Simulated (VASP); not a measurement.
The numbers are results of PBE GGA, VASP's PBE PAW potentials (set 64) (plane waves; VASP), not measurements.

The input files of a VASP run:

File KPOINTS:
```
Automatic mesh
0
Gamma
1 1 1
0 0 0
```

INCAR:
```
! general
SYSTEM  = LaTc3
PREC    = Accurate
ENCUT   = 300
LREAL   = .FALSE.
LASPH   = .TRUE.

! electronic loop
EDIFF   = 1E-6
NELM    = 100
ALGO    = Normal
LMAXMIX = 6

! smearing
ISMEAR  = -1
SIGMA   = 0.1

! functional
GGA     = PE

! ions
ISIF    = 2

! output
LWAVE   = .FALSE.
LCHARG  = .FALSE.
```

POSCAR:
```
LaTc3
1
    4.3667170000     0.0000000000     0.0000000000
    0.0000000000     4.3667170000     0.0000000000
    0.0000000000     0.0000000000     4.3667170000
Tc La
3 1
Direct
  0.0000000000   0.5000000000   0.5000000000
  0.5000000000   0.5000000000   0.0000000000
  0.5000000000   0.0000000000   0.5000000000
  0.0000000000   0.0000000000   0.0000000000
```

POTCAR, in this order: Tc_pv La (PBE.64 set). Program: vasp_std.

Problem. What will the output report for the number of irreducible k-points (NKPTS), largest plane-wave count, number of space-group operations, FFT grid (NGX, NGY, NGZ)?

Solution. 
```json
{
 "number of irreducible k-points (NKPTS)": "1",
 "largest_plane_wave_count": "1021",
 "number_of_space_group_operations": "48",
 "FFT grid (NGX, NGY, NGZ)": "28 × 28 × 28"
}
```

The structure was generated: LaTc3 was put into an ordered model structure, which need not be its known phase. The cell was not relaxed at this level. The k-mesh is coarse (spacing up to 1.44 per Å, 2π included), so the numbers may not be converged in it. The run is one of a series of settings (KPOINTS 1×1×1 Γ-centred mesh against the base run), some of them coarse on purpose.
